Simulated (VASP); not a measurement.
## WP (relaxed from the wurtzite structure, space group P6_3mc): computed properties

All values below come from r2SCAN meta-GGA, VASP's PBE PAW potentials (set 64) (plane waves; VASP).

```yaml
space_group: P6_3mc (186)
cell: a = 3.061 Å, b = 3.061 Å, c = 8.073 Å, α = 90.00°, β = 90.00°, γ = 120.00°
volume_per_atom: 16.38 Å³/atom
band gap (over mesh and band path): none (metal, semimetal or under 0.01 eV)
density: 10.89 g/cm³
```

```
WP
1.0
    3.06106     0.00000     0.00000
   -1.53053     2.65095     0.00000
    0.00000     0.00000     8.07315
W P
2 2
Cartesian
  0.00000   1.76730   0.29261
  1.53053   0.88365   4.32918
  0.00000   1.76730   2.73483
  1.53053   0.88365   6.77140
```

Unless said otherwise, spin-orbit coupling is left out, though it shifts the bands of the heavy elements here.

The structure was generated: WP was put into the wurtzite type (P6_3mc), which need not be its known phase. It was relaxed first, which changed the volume by -45 %. Symmetry was kept, so distortions that lower it aren't found.
